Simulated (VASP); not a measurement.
# Be2ZnO3 (Cmc2_1) in VASP: phonons with PBE

Aim: the phonons of Be2ZnO3 with PBE.

Program: VASP 6.6.1. These are calculated values, not measurements. Logs are shortened: lines on timing, memory, paths and dates and some standing lists are left out, and cuts for length are marked.

**1. The structure**

It takes space group Cmc2_1 (No. 36, orthorhombic). Conventional cell: a = 8.732 Å, b = 5.018 Å, c = 4.637 Å, α = 90.00°, β = 90.00°, γ = 90.00°. Be (site symmetry 1) is surrounded by 4 O at 1.66 to 1.68 Å. Zn (site symmetry m) has 4 O at 1.99 to 2.02 Å as nearest neighbours. O (site symmetry 1) is surrounded by 3 Be at 1.66 to 1.68 Å. Around O (site symmetry m) lie 2 Be at 1.68 Å.

The cell was built by a generator and needn't be a form met in nature.

**2. Phonons, PBE**

POSCAR reads:

```
Be2ZnO3
1.0
    4.3659700000     -2.5090900000      0.0000000000
    4.3659700000      2.5090900000      0.0000000000
    0.0000000000      0.0000000000      4.6365100000
Be Zn O
4 2 6
Direct
    0.5140700000      0.8336680000      0.5050230000
    0.8336680000      0.5140700000      0.0050230000
    0.1663320000      0.4859300000      0.5050230000
    0.4859300000      0.1663320000      0.0050230000
    0.1798620000      0.8201380000      0.9954440000
    0.8201380000      0.1798620000      0.4954440000
    0.5489540000      0.8359660000      0.8646060000
    0.1640340000      0.4510460000      0.8646060000
    0.7830510000      0.2169490000      0.9300950000
    0.8359660000      0.5489540000      0.3646060000
    0.4510460000      0.1640340000      0.3646060000
    0.2169490000      0.7830510000      0.4300950000
```

INCAR.step1 reads:

```
  ALGO = Normal
  EDIFF = 1E-8
  EDIFFG = -0.002
  ENCUT = 520
  GGA = PE
  IBRION = 2
  ISIF = 3
  ISMEAR = 0
  KPAR = 4
  LASPH = T
  LCHARG = F
  LREAL = F
  LWAVE = F
  NELM = 60
  NSW = 40
  PREC = Accurate
  SIGMA = 0.03
```

INCAR.step2 reads:

```
  ALGO = Normal
  EDIFF = 1E-8
  ENCUT = 520
  GGA = PE
  IBRION = 6
  ISIF = 2
  ISMEAR = 0
  KPAR = 4
  LASPH = T
  LCHARG = F
  LREAL = F
  LWAVE = F
  NELM = 60
  NFREE = 2
  NSW = 1
  POTIM = 0.015
  PREC = Accurate
  SIGMA = 0.03
```

KPOINTS reads:

```
k-points
0
Gamma
  6 6 6
```

Potentials or basis: VASP PAW PBE potentials, release 64 (Be, Zn, O).

On the command line:

```sh
cat potpaw_PBE.64/Be/POTCAR potpaw_PBE.64/Zn/POTCAR potpaw_PBE.64/O/POTCAR > POTCAR
cp INCAR.step1 INCAR
mpirun -np 4 vasp_std > vasp.out
cp CONTCAR POSCAR
cp INCAR.step2 INCAR
mpirun -np 4 vasp_std > vasp.out
```

OUTCAR:

```text
EDIFF = 1E-8
   ENCUT = 520
   GGA = PE
   IBRION = 6
   ISIF = 2
   ISMEAR = 0
   LASPH = T
   LREAL = F
   NELM = 60
   NFREE = 2
   NSW = 1
   POTIM = 0.015
   PREC = Accurate

 ion  position               nearest neighbor table
   1  0.514  0.834  0.505-  11 1.66  10 1.66  12 1.68   7 1.68
   2  0.834  0.514  0.005-   8 1.66   7 1.66   9 1.68  10 1.68
   3  0.166  0.486  0.505-  10 1.66  11 1.66  12 1.68   8 1.68
   4  0.486  0.166  0.005-   7 1.66   8 1.66   9 1.68  11 1.68
   5  0.180  0.820  0.996-   7 1.99   8 1.99   9 2.01  12 2.02   6 2.94   6 2.94
   6  0.820  0.180  0.496-  10 1.99  11 1.99  12 2.01   9 2.02   5 2.94   5 2.94
   7  0.549  0.836  0.865-   4 1.66   2 1.66   1 1.68   5 1.99
   8  0.164  0.451  0.865-   2 1.66   4 1.66   3 1.68   5 1.99
   9  0.783  0.217  0.930-   2 1.68   4 1.68   5 2.01   6 2.02
  10  0.836  0.549  0.365-   3 1.66   1 1.66   2 1.68   6 1.99
  11  0.451  0.164  0.365-   1 1.66   3 1.66   4 1.68   6 1.99
  12  0.217  0.783  0.430-   1 1.68   3 1.68   6 2.01   5 2.02

  LATTYP: Found a base centered orthorhombic cell.
 ALAT       =     5.0173492984
 B/A-ratio  =     1.7403138479
 C/A-ratio  =     0.9243630800

  Lattice vectors:

 A1 = (  -4.3658812319,  -2.5086746492,   0.0000000000)
 A2 = (   4.3658812319,  -2.5086746492,   0.0000000000)
 A3 = (   0.0000000000,   0.0000000000,   4.6378524509)

Analysis of symmetry for initial positions (statically):
=====================================================================
 Subroutine PRICEL returns:
 Original cell was already a primitive cell.

 Routine SETGRP: Setting up the symmetry group for a
 base centered orthorhombic supercell.

 Subroutine GETGRP returns: Found  4 space group operations
 (whereof  2 operations were pure point group operations)
 out of a pool of  8 trial point group operations.

The static configuration has the point symmetry C_1h.
 The point group associated with its full space group is C_2v.

Analysis of symmetry for dynamics (positions and initial velocities):
=====================================================================
 Subroutine PRICEL returns:
 Original cell was already a primitive cell.

 Routine SETGRP: Setting up the symmetry group for a
 base centered orthorhombic supercell.

 Subroutine GETGRP returns: Found  4 space group operations
 (whereof  2 operations were pure point group operations)
 out of a pool of  8 trial point group operations.

The dynamic configuration has the point symmetry C_1h.
 The point group associated with its full space group is C_2v.

 Subroutine INISYM returns: Found  4 space group operations
 (whereof  2 operations are pure point group operations),
 and found     1 'primitive' translations

----------------------------------------------------------------------------------------

                                     Primitive cell

  volume of cell :     101.5929

  direct lattice vectors                    reciprocal lattice vectors
     4.365881232 -2.508674649  0.000000000     0.114524416 -0.199308428  0.000000000
     4.365881232  2.508674649  0.000000000     0.114524416  0.199308428  0.000000000
     0.000000000  0.000000000  4.637852451     0.000000000  0.000000000  0.215617036

  length of vectors
     5.035312049  5.035312049  4.637852451     0.229868857  0.229868857  0.215617036

  position of ions in fractional coordinates (direct lattice)
     0.513893645  0.833852370  0.505030981
     0.833852370  0.513893645  0.005030981
     0.166147630  0.486106355  0.505030981
     0.486106355  0.166147630  0.005030981
     0.180091388  0.819908612  0.995582930
     0.819908612  0.180091388  0.495582930
     0.549085539  0.835838748  0.864536405
     0.164161252  0.450914461  0.864536405
[... 109 lines left out ...]
   IMIX   =      4    mixing-type and parameters
     AMIX     =   0.40;   BMIX     =  1.00
     AMIX_MAG =   1.60;   BMIX_MAG =  1.00
  volume/ion in A,a.u.               =       8.47        57.13
  Fermi-wavevector in a.u.,A,eV,Ry     =   1.432045  2.706173 27.902197  2.050754
  Thomas-Fermi vector in A             =   2.551716
   LORBIT       =      0    0 simple, 1 ext, 2 COOP (PROOUT), +10 PAW based schemes
   GGA     = PE    functional components
   LHFCALC =     F    Hartree Fock is set to
   AEXX    =    0.0000 exact exchange contribution
   IVDW    =     0    specifies the selected vdW correction
   LEPSILON=     F    determine dielectric tensor
   LRPA    =     F    only Hartree local field effects (RPA)
 finite differences with symmetry
 non-spin polarized calculation
 Gauss-broadening in eV      SIGMA  =   0.03
  energy-cutoff  :      520.00
  volume of cell :      101.59
 maximum number of plane-waves:      2777
 NGX is ok and might be reduce to    40
   NGX = 19   NGY = 19   NGZ = 17

--------------------------------------- Ionic step        1  -------------------------------------------

 number of electron      68.0000027 magnetization

 Free energy of the ion-electron system (eV)
  ---------------------------------------------------
  ext. energy  EPLUGINS =         0.00000000
  ---------------------------------------------------
  free energy    TOTEN  =       -74.45763739 eV

  energy without entropy =      -74.45763739  energy(sigma->0) =      -74.45763739

------------------------ aborting loop because EDIFF is reached ----------------------------------------

  FORCE on cell =-STRESS in cart. coord.  units (eV):
  Direction    XX          YY          ZZ          XY          YZ          ZX
  --------------------------------------------------------------------------------------
  -------------------------------------------------------------------------------------
  Total       -0.0038342     -0.0014131     -0.0028111      0.0000000      0.0000000      0.0000000
  in kB       -0.0604679     -0.0222850     -0.0443324      0.0000000      0.0000000      0.0000000
  external PRESSURE =      -0.0423618 kB  Pullay stress =       0.0000000 kB
[... 119 lines left out ...]
  FREE ENERGIE OF THE ION-ELECTRON SYSTEM (eV)
  ---------------------------------------------------
  free  energy   TOTEN  =       -74.4561205804 eV

  energy  without entropy=      -74.4561205804  energy(sigma->0) =      -74.45612058

[... ionic steps 4 to 22 ...]

--------------------------------------- Ionic step       23  -------------------------------------------

 number of electron      68.0000031 magnetization

------------------------ aborting loop because EDIFF is reached ----------------------------------------
[... 87 lines left out ...]
--------------------------------------- Ionic step       25  -------------------------------------------

 number of electron      68.0000023 magnetization

 Free energy of the ion-electron system (eV)
  ---------------------------------------------------
  ext. energy  EPLUGINS =         0.00000000
  ---------------------------------------------------
  free energy    TOTEN  =       -74.45629794 eV

  energy without entropy =      -74.45629794  energy(sigma->0) =      -74.45629794

 E-fermi :   2.5967     XC(G=0): -11.2368

 val. band max:        2.3903979034   @ k =   0.1667   0.1667   0.5000
 cond. band min:       6.1029646429   @ k =   0.0000   0.0000   0.0000
 fundamental gap:      3.7125667395
 Fermi energy:         2.5966898045

 k-point     1 :       0.0000    0.0000    0.0000
  band No.  band energies     occupation
      1     -15.8273      2.00000
      2     -14.4424      2.00000
      3     -14.1990      2.00000
      4     -14.1679      2.00000
      5     -14.1583      2.00000
      6     -14.1428      2.00000
[... 1045 lines left out ...]
     40      12.3263      0.00000
     41      13.1303      0.00000

 [... further k-points ...]

------------------------ aborting loop because EDIFF is reached ----------------------------------------

  FORCE on cell =-STRESS in cart. coord.  units (eV):
  Direction    XX          YY          ZZ          XY          YZ          ZX
  --------------------------------------------------------------------------------------
  -------------------------------------------------------------------------------------
  Total       -0.0314514     -0.0036426      0.0914240      0.0000000     -0.0118383      0.0000000
  in kB       -0.4960072     -0.0574458      1.4418088      0.0000000     -0.1866967      0.0000000
  external PRESSURE =       0.2961186 kB  Pullay stress =       0.0000000 kB
[... 27 lines left out ...]
  FREE ENERGIE OF THE ION-ELECTRON SYSTEM (eV)
  ---------------------------------------------------
  free  energy   TOTEN  =       -74.4562979445 eV

  energy  without entropy=      -74.4562979445  energy(sigma->0) =      -74.45629794

 INTERNAL STRAIN TENSORS FROM DISPLACED ATOMS
 ============================================

 INTERNAL STRAIN TENSOR FOR ION    1 for displacements in x,y,z  (eV/Angst):
          X           Y           Z          XY          YZ          ZX
  --------------------------------------------------------------------------------
  x     1.49626    -0.07486    -1.35029     1.84189    -0.38566    -1.03414
  y     1.63099    -2.37799     0.60143    -0.20650    -1.80690    -0.05633
  z    -0.87412    -1.93259     2.13605    -0.69744     0.26361    -0.12027
[... 8 lines left out ...]
 INTERNAL STRAIN TENSOR FOR ION   12 for displacements in x,y,z  (eV/Angst):
          X           Y           Z          XY          YZ          ZX
  --------------------------------------------------------------------------------
  x     0.00000     0.00000     0.00000    -5.19593     0.00000     1.61981
  y    -4.51022     6.87855     1.70678     0.00000     0.67135     0.00000
  z     1.98253     0.22228    -5.77904     0.00000    -0.86582     0.00000

 Eigenvectors and eigenvalues of the dynamical matrix
   1 f  =   23.123801 THz   145.291128 2PiTHz  771.326983 cm-1    95.632315 meV
   2 f  =   22.903616 THz   143.907666 2PiTHz  763.982408 cm-1    94.721704 meV
   3 f  =   22.484804 THz   141.276193 2PiTHz  750.012343 cm-1    92.989637 meV
   4 f  =   21.018588 THz   132.063681 2PiTHz  701.104617 cm-1    86.925855 meV
   5 f  =   20.806521 THz   130.731227 2PiTHz  694.030836 cm-1    86.048818 meV
   6 f  =   20.466880 THz   128.597202 2PiTHz  682.701644 cm-1    84.644178 meV
[... 25 lines left out ...]
  32 f  =    4.705508 THz    29.565580 2PiTHz  156.958859 cm-1    19.460410 meV
  33 f  =    4.564346 THz    28.678631 2PiTHz  152.250189 cm-1    18.876609 meV
  34 f/i=    0.004128 THz     0.025937 2PiTHz    0.137695 cm-1     0.017072 meV
  35 f/i=    0.006424 THz     0.040365 2PiTHz    0.214291 cm-1     0.026569 meV
  36 f/i=    0.007114 THz     0.044699 2PiTHz    0.237299 cm-1     0.029421 meV

 ELASTIC MODULI CONTR FROM IONIC RELAXATION (kBar)
 Direction    XX          YY          ZZ          XY          YZ          ZX
 --------------------------------------------------------------------------------
 XX        -476.6660    212.8080    196.9243      0.0000      0.0000     -0.0000
 YY         212.8080   -396.4416    148.8242      0.0000     -0.0000     -0.0000
 ZZ         196.9243    148.8242   -477.5511     -0.0000      0.0000      0.0000
 XY           0.0000      0.0000     -0.0000   -333.7703      0.0000      0.0000
 YZ           0.0000     -0.0000     -0.0000      0.0000    -70.4464     -0.0000
 ZX          -0.0000     -0.0000      0.0000     -0.0000     -0.0000    -97.0176
 --------------------------------------------------------------------------------
```

Run time: 34 min. Hardware: 4 MPI ranks of Intel Xeon 6975P-C (Granite Rapids), shared host; peak memory 0.71 GiB.

Results:

```
Highest phonon frequency at Γ, LO-TO splitting left out : 771 cm⁻¹
```

Phonon frequencies in cm⁻¹ (negative: imaginary):
```tsv
q point	frequencies
(0.000, 0.000, 0.000)	0 0 0 152 157 175 214 248 288 361 372 434 443 480 484 484 484 502 508 575 580 581 607 633 638 644 650 656 660 661 683 694 701 750 764 771
```
